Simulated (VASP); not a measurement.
Method: r2SCAN meta-GGA, VASP's PBE PAW potentials (set 64) (plane waves; VASP).

VASP input:

POSCAR:
```
HfO2
10.4423620
  0.5000000212   0.0000000000   0.0000000000
  0.0000000000   0.4795032738   0.0000000000
  0.0000000000   0.0000000000   0.4822948097
Hf O
4 8
direct
  0.0330416726   0.2674501196   0.2412702422
  0.9669583274   0.7325498804   0.7412702422
  0.4669583274   0.2674501196   0.7412702422
  0.5330416726   0.7325498804   0.2412702422
  0.3677330213   0.0710395462   0.3795567515
  0.6322669787   0.9289604538   0.8795567515
  0.1322669787   0.0710395462   0.8795567515
  0.8677330213   0.9289604538   0.3795567515
  0.7336271363   0.4602836800   0.4921730064
  0.2663728637   0.5397163200   0.9921730064
  0.7663728637   0.4602836800   0.9921730064
  0.2336271363   0.5397163200   0.4921730064
```

### KPOINTS_OPT
```
k-points along high-symmetry lines
5
Line-mode
Reciprocal
  0.000000   0.000000   0.000000 ! GAMMA
  0.500000   0.000000   0.000000 ! X

  0.500000   0.000000   0.000000 ! X
  0.500000   0.500000   0.000000 ! S

  0.500000   0.500000   0.000000 ! S
  0.000000   0.500000   0.000000 ! Y

  0.000000   0.500000   0.000000 ! Y
  0.000000   0.000000   0.000000 ! GAMMA

  0.000000   0.000000   0.000000 ! GAMMA
  0.000000   0.000000   0.500000 ! Z

  0.000000   0.000000   0.500000 ! Z
  0.500000   0.000000   0.500000 ! U

  0.500000   0.000000   0.500000 ! U
  0.500000   0.500000   0.500000 ! R

  0.500000   0.500000   0.500000 ! R
  0.000000   0.500000   0.500000 ! T

  0.000000   0.500000   0.500000 ! T
  0.000000   0.000000   0.500000 ! Z

  0.500000   0.000000   0.000000 ! X
  0.500000   0.000000   0.500000 ! U

  0.000000   0.500000   0.000000 ! Y
  0.000000   0.500000   0.500000 ! T

  0.500000   0.500000   0.000000 ! S
  0.500000   0.500000   0.500000 ! R
```

### KPOINTS
```
Automatic mesh
0
Gamma
5 5 5
0 0 0
```

### INCAR
```
NELM=100   ! most electronic steps
LMAXMIX=6
LWAVE=.False.
ENCUT=520   ! plane-wave cut-off (eV)
ISIF=2
PREC=Accurate
ALGO=Normal   ! blocked Davidson
SYSTEM=HfO2
NEDOS=601
LCHARG=.False.
LREAL=.False.   ! projection in real space or not
ISMEAR=-5   ! tetrahedra, Bloechl
LMIXTAU=.True.
LEFG=.True.
LORBIT=11   ! lm-projected
EDIFF=1E-7   ! SCF stop (eV)
LASPH=.True.   ! aspherical one-centre terms
METAGGA=R2SCAN
```

POTCAR, in this order: Hf_pv O (PBE.64 set). Program: vasp_std.

What VASP printed:

**OUTCAR**
```
 ion  position               nearest neighbor table
   1  0.033  0.267  0.241-   8 2.03  11 2.11   5 2.12  12 2.13   7 2.13  10 2.22   9 2.23   3 3.39
                             3 3.39   2 3.45   2 3.45   4 3.50   4 3.50   2 3.69   2 3.69   4 3.74
   2  0.967  0.733  0.741-   7 2.03  12 2.11   6 2.12  11 2.13   8 2.13   9 2.22  10 2.23   4 3.39
                             4 3.39   1 3.45   1 3.45   3 3.50   3 3.50   1 3.69   1 3.69   3 3.74
   3  0.467  0.267  0.741-   6 2.03   9 2.11   7 2.12  10 2.13   5 2.13  12 2.22  11 2.23   1 3.39
                             1 3.39   4 3.45   4 3.45   2 3.50   2 3.50   4 3.69   4 3.69   2 3.74
   4  0.533  0.733  0.241-   5 2.03  10 2.11   8 2.12   9 2.13   6 2.13  11 2.22  12 2.23   2 3.39
                             2 3.39   3 3.45   3 3.45   1 3.50   1 3.50   3 3.69   3 3.69   1 3.74
   5  0.368  0.071  0.380-   4 2.03   1 2.12   3 2.13
   6  0.632  0.929  0.880-   3 2.03   2 2.12   4 2.13
   7  0.132  0.071  0.880-   2 2.03   3 2.12   1 2.13
   8  0.868  0.929  0.380-   1 2.03   4 2.12   2 2.13
   9  0.734  0.460  0.492-   3 2.11   4 2.13   2 2.22   1 2.23
  10  0.266  0.540  0.992-   4 2.11   3 2.13   1 2.22   2 2.23
  11  0.766  0.460  0.992-   1 2.11   2 2.13   4 2.22   3 2.23
  12  0.234  0.540  0.492-   2 2.11   1 2.13   3 2.22   4 2.23
  LATTYP: Found a simple orthorhombic cell.
 ALAT       =     5.0071467657
 B/A-ratio  =     1.0058217242
 C/A-ratio  =     1.0427457923
 Subroutine PRICEL returns:
 Original cell was already a primitive cell.
 Subroutine GETGRP returns: Found  4 space group operations
The static configuration has the point symmetry C_1 .
 The point group associated with its full space group is C_2v.
The dynamic configuration has the point symmetry C_1 .
 Subroutine INISYM returns: Found  4 space group operations
 Subroutine IBZKPT returns following result:
 Found     27 irreducible k-points:

 Following reciprocal coordinates:
            Coordinates               Weight
  0.000000  0.000000  0.000000      1.000000
  0.200000  0.000000  0.000000      2.000000
  0.400000  0.000000  0.000000      2.000000
  0.000000  0.200000  0.000000      2.000000
  0.200000  0.200000  0.000000      4.000000
  0.400000  0.200000  0.000000      4.000000
  0.000000  0.400000  0.000000      2.000000
  0.200000  0.400000  0.000000      4.000000
  0.400000  0.400000  0.000000      4.000000
  0.000000  0.000000  0.200000      2.000000
  0.200000  0.000000  0.200000      4.000000
  0.400000  0.000000  0.200000      4.000000
  0.000000  0.200000  0.200000      4.000000
  0.200000  0.200000  0.200000      8.000000
  0.400000  0.200000  0.200000      8.000000
  0.000000  0.400000  0.200000      4.000000
  0.200000  0.400000  0.200000      8.000000
  0.400000  0.400000  0.200000      8.000000
  0.000000  0.000000  0.400000      2.000000
  0.200000  0.000000  0.400000      4.000000
  0.400000  0.000000  0.400000      4.000000
  0.000000  0.200000  0.400000      4.000000
  0.200000  0.200000  0.400000      8.000000
  0.400000  0.200000  0.400000      8.000000
  0.000000  0.400000  0.400000      4.000000
  0.200000  0.400000  0.400000      8.000000
  0.400000  0.400000  0.400000      8.000000
   k-points           NKPTS =     27   k-points in BZ     NKDIM =     27   number of bands    NBANDS=     52
   number of dos      NEDOS =    601   number of ions     NIONS =     12
   total plane-waves  NPLWV =  64000
   dimension x,y,z NGX =    40 NGY =   40 NGZ =   40
   dimension x,y,z NGXF=    80 NGYF=   80 NGZF=   80
   ions per type =               4   8
   PREC   = accura    normal or accurate (medium, high low for compatibility)
   ISTART =      0    job   : 0-new  1-cont  2-samecut
   ICHARG =      2    charge: 1-file 2-atom 10-const
   ISPIN  =      1    spin polarized calculation?
   LNONCOLLINEAR =      F non collinear calculations
   LSORBIT =      F    spin-orbit coupling
   INIWAV =      1    electr: 0-lowe 1-rand  2-diag
   ENCUT  =  520.0 eV  38.22 Ry    6.18 a.u.   9.71  9.31  9.36*2*pi/ulx,y,z
   NELM   =    100;   NELMIN=  2; NELMDL= -5     # of ELM steps
...
```

File OSZICAR:
```
       N       E                     dE             d eps       ncg     rms          rms(c)
DAV:   1     0.426479493380E+03    0.42648E+03   -0.52597E+04  2808   0.175E+03
DAV:   2    -0.286585310849E+03   -0.71306E+03   -0.69938E+03  3564   0.444E+02
DAV:   3    -0.321621488323E+03   -0.35036E+02   -0.34945E+02  3240   0.912E+01
DAV:   4    -0.322083293879E+03   -0.46181E+00   -0.46104E+00  3456   0.116E+01
DAV:   5    -0.322091522940E+03   -0.82291E-02   -0.82228E-02  3272   0.139E+00    0.118E+02
DAV:   6    -0.280201921743E+03    0.41890E+02   -0.77744E+01  3216   0.374E+01    0.909E+01
DAV:   7    -0.275439740792E+03    0.47622E+01   -0.94105E+00  3432   0.166E+01    0.323E+01
DAV:   8    -0.285276618448E+03   -0.98369E+01   -0.63504E+00  3020   0.150E+01    0.122E+01
DAV:   9    -0.271794687612E+03    0.13482E+02   -0.61220E+00  3000   0.114E+01    0.127E+01
DAV:  10    -0.274720542292E+03   -0.29259E+01   -0.29007E+00  3036   0.898E+00    0.370E+00
DAV:  11    -0.274747877643E+03   -0.27335E-01   -0.34165E-02  3468   0.113E+00    0.172E+00
DAV:  12    -0.274834728637E+03   -0.86851E-01   -0.11918E-02  3248   0.657E-01    0.554E-01
DAV:  13    -0.274939088325E+03   -0.10436E+00   -0.25251E-02  2968   0.106E+00    0.405E-01
DAV:  14    -0.274935167122E+03    0.39212E-02   -0.81911E-03  3016   0.723E-01    0.334E-01
DAV:  15    -0.274944792363E+03   -0.96252E-02   -0.27552E-03  2984   0.401E-01    0.106E-01
DAV:  16    -0.274946030806E+03   -0.12384E-02   -0.37470E-04  3264   0.148E-01    0.102E-01
DAV:  17    -0.274946005035E+03    0.25771E-04   -0.28966E-05  3296   0.379E-02    0.102E-01
DAV:  18    -0.274946039904E+03   -0.34869E-04   -0.45464E-05  3004   0.541E-02    0.893E-02
DAV:  19    -0.274946036347E+03    0.35573E-05   -0.13261E-05  3148   0.226E-02    0.283E-02
DAV:  20    -0.274946060651E+03   -0.24305E-04   -0.85706E-06  2992   0.193E-02    0.130E-02
DAV:  21    -0.274946061894E+03   -0.12427E-05   -0.12693E-06  3588   0.663E-03    0.219E-03
DAV:  22    -0.274946061803E+03    0.90699E-07   -0.13980E-07  1980   0.258E-03
   1 F= -.27494606E+03 E0= -.27494606E+03  d E =0.000000E+00
       N       E                     dE             ncg
       N       E                     dE             ncg
       N       E                     dE             ncg
```

### OUTCAR
```
------------------------ aborting loop because EDIFF is reached ----------------------------------------
  FORCE on cell =-STRESS in cart. coord.  units (eV):
  Direction    XX          YY          ZZ          XY          YZ          ZX
  --------------------------------------------------------------------------------------
  Total        0.0024109     -0.0204054     -0.0211770      0.0000000      0.0000000      0.0000000
  in kB        0.0293370     -0.2483050     -0.2576939      0.0000000      0.0000000      0.0000000
  external PRESSURE =      -0.1588873 kB  Pullay stress =       0.0000000 kB
  volume of cell :      131.67
      direct lattice vectors                 reciprocal lattice vectors
     5.221181221  0.000000000  0.000000000     0.191527541  0.000000000  0.000000000
     0.000000000  5.007146766  0.000000000     0.000000000  0.199714537  0.000000000
     0.000000000  0.000000000  5.036296993     0.000000000  0.000000000  0.198558584
 POSITION                                       TOTAL-FORCE (eV/Angst)
 -----------------------------------------------------------------------------------
      0.17252      1.33916      1.21511         0.004189     -0.010966      0.003918
      5.04866      3.66798      3.73326        -0.004189      0.010966      0.003918
      2.43807      1.33916      3.73326        -0.004189     -0.010966      0.003918
      2.78311      3.66798      1.21511         0.004189      0.010966      0.003918
      1.92000      0.35571      1.91156        -0.005612     -0.003801      0.004699
      3.30118      4.65144      4.42971         0.005612      0.003801      0.004699
      0.69059      0.35571      4.42971         0.005612     -0.003801      0.004699
      4.53059      4.65144      1.91156        -0.005612      0.003801      0.004699
      3.83040      2.30471      2.47873        -0.008922      0.009390     -0.008617
      1.39078      2.70244      4.99688         0.008922     -0.009390     -0.008617
      4.00137      2.30471      4.99688         0.008922      0.009390     -0.008617
      1.21981      2.70244      2.47873        -0.008922     -0.009390     -0.008617
 -----------------------------------------------------------------------------------
    total drift:                                0.000000     -0.000000      0.001880
  FREE ENERGIE OF THE ION-ELECTRON SYSTEM (eV)
  ---------------------------------------------------
  free  energy   TOTEN  =      -274.9460618035 eV

  energy  without entropy=     -274.9460618035  energy(sigma->0) =     -274.94606180

 total charge

# of ion       s       p       d       tot
------------------------------------------
    1        0.319   6.631   1.434   8.384
    2        0.319   6.631   1.434   8.384
    3        0.319   6.631   1.434   8.384
    4        0.319   6.631   1.434   8.384
    5        1.566   3.579   0.000   5.145
    6        1.566   3.579   0.000   5.145
    7        1.566   3.579   0.000   5.145
    8        1.566   3.579   0.000   5.145
    9        1.566   3.594   0.000   5.159
   10        1.566   3.594   0.000   5.159
   11        1.566   3.594   0.000   5.159
   12        1.566   3.594   0.000   5.159
--------------------------------------------------
tot         13.806  55.215   5.734  74.755
```
(Selected blocks of OUTCAR.)

File OUTCAR:
```
 val. band max:        3.2182566072   @ k =   0.0000   0.0000   0.0000

 cond. band min:       8.1841615171   @ k =   0.2000   0.4000   0.4000


 Fermi energy:         3.2293723619

 k-point     1 :       0.0000    0.0000    0.0000
  band No.  band energies     occupation
      1     -27.3044      2.00000
      2     -27.2774      2.00000
      3     -27.2727      2.00000
      4     -26.9955      2.00000
      5     -26.9476      2.00000
      6     -26.9206      2.00000
      7     -26.9097      2.00000
      8     -26.8981      2.00000
      9     -26.8916      2.00000
     10     -26.7833      2.00000
     11     -26.7776      2.00000
     12     -26.7725      2.00000
     13     -16.0378      2.00000
     14     -14.6402      2.00000
     15     -14.4227      2.00000
     16     -14.4063      2.00000
     17     -13.8609      2.00000
     18     -13.7636      2.00000
     19     -13.6701      2.00000
     20     -13.6257      2.00000
     21      -2.4500      2.00000
     22      -2.3609      2.00000
     23      -2.2353      2.00000
     24      -1.5933      2.00000
     25      -1.4477      2.00000
     26      -1.3671      2.00000
     27      -0.0609      2.00000
     28       0.0189      2.00000
     29       0.0284      2.00000
     30       0.0641      2.00000
     31       0.5482      2.00000
     32       0.8463      2.00000
     33       1.0161      2.00000
     34       1.1628      2.00000
     35       1.2850      2.00000
     36       1.5337      2.00000
     37       1.6958      2.00000
     38       1.9420      2.00000
     39       2.0707      2.00000
     40       2.2188      2.00000
     41       2.4999      2.00000
     42       2.9952      2.00000
     43       3.1254      2.00000
     44       3.2183      2.00000
     45       8.6933      0.00000
     46       8.9478      0.00000
     47       9.0474      0.00000
     48       9.4786      0.00000
     49       9.5972      0.00000
     50       9.7403      0.00000
     51       9.7744      0.00000
...
```

Unless said otherwise, spin-orbit coupling is left out, though it shifts the bands of the heavy elements here.

The structure comes from a computed database's HfO2 entry (Pca2_1); how it stands against other phases isn't given here. It was relaxed first.
